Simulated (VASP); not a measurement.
Output of a VASP run:

### OSZICAR
```
       N       E                     dE             d eps       ncg     rms          rms(c)
DAV:   1     0.115786682631E+04    0.11579E+04   -0.37940E+04  7100   0.288E+03
DAV:   2     0.169984212997E+03   -0.98788E+03   -0.94974E+03  6760   0.757E+02
DAV:   3    -0.509688044649E+02   -0.22095E+03   -0.21456E+03  7228   0.248E+02
DAV:   4    -0.683009700896E+02   -0.17332E+02   -0.17187E+02  8072   0.758E+01
DAV:   5    -0.688022312110E+02   -0.50126E+00   -0.49982E+00  7872   0.128E+01    0.176E+01
DAV:   6    -0.594451007613E+02    0.93571E+01   -0.36100E+01 11720   0.652E+01    0.493E+00
DAV:   7    -0.596264322729E+02   -0.18133E+00   -0.33608E+00  6856   0.103E+01    0.346E+00
DAV:   8    -0.596021747811E+02    0.24257E-01   -0.54867E-01  9420   0.705E+00    0.121E+00
DAV:   9    -0.595704182968E+02    0.31756E-01   -0.15024E-01  9748   0.496E+00    0.259E-01
DAV:  10    -0.595715573900E+02   -0.11391E-02   -0.21072E-02  8952   0.135E+00    0.145E-01
DAV:  11    -0.595719596153E+02   -0.40223E-03   -0.30409E-03  7308   0.752E-01    0.907E-02
DAV:  12    -0.595720293123E+02   -0.69697E-04   -0.11677E-03  9136   0.518E-01    0.234E-02
DAV:  13    -0.595720417001E+02   -0.12388E-04   -0.19174E-04  9604   0.121E-01    0.118E-02
DAV:  14    -0.595720439663E+02   -0.22662E-05   -0.62156E-05  8724   0.687E-02    0.986E-03
DAV:  15    -0.595720428214E+02    0.11449E-05   -0.66999E-06  7788   0.300E-02    0.382E-03
DAV:  16    -0.595720427968E+02    0.24667E-07   -0.29029E-06  4984   0.118E-02
   1 F= -.59572043E+02 E0= -.59572043E+02  d E =-.271441E-82
```

**OUTCAR**
```
------------------------ aborting loop because EDIFF is reached ----------------------------------------
  FORCE on cell =-STRESS in cart. coord.  units (eV):
  Direction    XX          YY          ZZ          XY          YZ          ZX
  --------------------------------------------------------------------------------------
  Total        4.7627345      5.2053195      4.7792273      0.0000000      0.0000000      0.1053045
  in kB       72.5168937     79.2556462     72.7680117      0.0000000      0.0000000      1.6033547
  external PRESSURE =      74.8468505 kB  Pullay stress =       0.0000000 kB
  volume of cell :      105.23
      direct lattice vectors                 reciprocal lattice vectors
     6.130411000 -1.521347000  0.000000000     0.081560600 -0.328656119  0.019979330
     6.130411000  1.521347000  0.000000000     0.081560600  0.328656119  0.019979330
    -1.381912000  0.000000000  5.641309000     0.000000000  0.000000000  0.177263823
 POSITION                                       TOTAL-FORCE (eV/Angst)
 -----------------------------------------------------------------------------------
      3.23592      0.00000      3.86582         0.040606      0.000000      0.047092
      7.64299      0.00000      1.77549        -0.040606      0.000000     -0.047092
     10.86800      0.00000      1.15765         0.004234      0.000000     -0.025225
      0.01091      0.00000      4.48366        -0.004234      0.000000      0.025225
      5.14646      0.00000      4.19341        -0.025038      0.000000     -0.036588
      5.73245      0.00000      1.44790         0.025038      0.000000      0.036588
      9.53159      0.00000      2.46395         0.029527      0.000000      0.018457
      1.34732      0.00000      3.17735        -0.029527      0.000000     -0.018457
      1.86607      0.00000      0.61575         0.196591      0.000000     -0.004239
      9.01284      0.00000      5.02556        -0.196591      0.000000      0.004239
 -----------------------------------------------------------------------------------
    total drift:                               -0.000000     -0.000000      0.000000
  FREE ENERGIE OF THE ION-ELECTRON SYSTEM (eV)
  ---------------------------------------------------
  free  energy   TOTEN  =       -59.5720427968 eV

  energy  without entropy=      -59.5720427968  energy(sigma->0) =      -59.57204280
```
(Selected blocks of OUTCAR.)

### POSCAR
```
Ga2O3
1
    6.1304110000    -1.5213470000     0.0000000000
    6.1304110000     1.5213470000     0.0000000000
   -1.3819120000     0.0000000000     5.6413090000
Ga O
4 6
Direct
  0.3411600000   0.3411600000   0.6852700000
  0.6588400000   0.6588400000   0.3147300000
  0.9095300000   0.9095300000   0.2052100000
  0.0904700000   0.0904700000   0.7947900000
  0.5035300000   0.5035300000   0.7433400000
  0.4964700000   0.4964700000   0.2566600000
  0.8266300000   0.8266300000   0.4367700000
  0.1733700000   0.1733700000   0.5632300000
  0.1645000000   0.1645000000   0.1091500000
  0.8355000000   0.8355000000   0.8908500000
```

Write an INCAR and KPOINTS that could have produced this output.

One answer among several that fit: the input of the run itself, PBE GGA, plane waves, VASP's PBE PAW potentials (set 64).

INCAR:
```
LASPH=.TRUE.
EDIFF=1E-6   # SCF stop (eV)
LREAL=.FALSE.   # projection in real space or not
SIGMA=0.01   # width (eV)
LMAXMIX=4   # l cut-off of mixed one-centre charges
SYSTEM=Ga2O3
PREC=Accurate
ALGO=Normal   # blocked Davidson
LCHARG=.FALSE.
ISMEAR=0   # Gaussian
LWAVE=.FALSE.
ISIF=2
NELM=100   # most electronic steps
GGA=PE
ENCUT=460   # plane-wave cut-off (eV)
```

### KPOINTS
```
Automatic mesh
0
Gamma
7 7 4
0 0 0
```

POTCAR, in this order: Ga_d O (PBE.64 set). Program: vasp_std.

At this cut-off the stress carries a Pulay error, which pulls relaxed volumes low.

The structure comes from a computed database's Ga2O3 entry; how it stands against other phases isn't given here. The cell was not relaxed at this level. The run is one of a series of settings (ENCUT = 460 against the base run), some of them coarse on purpose.
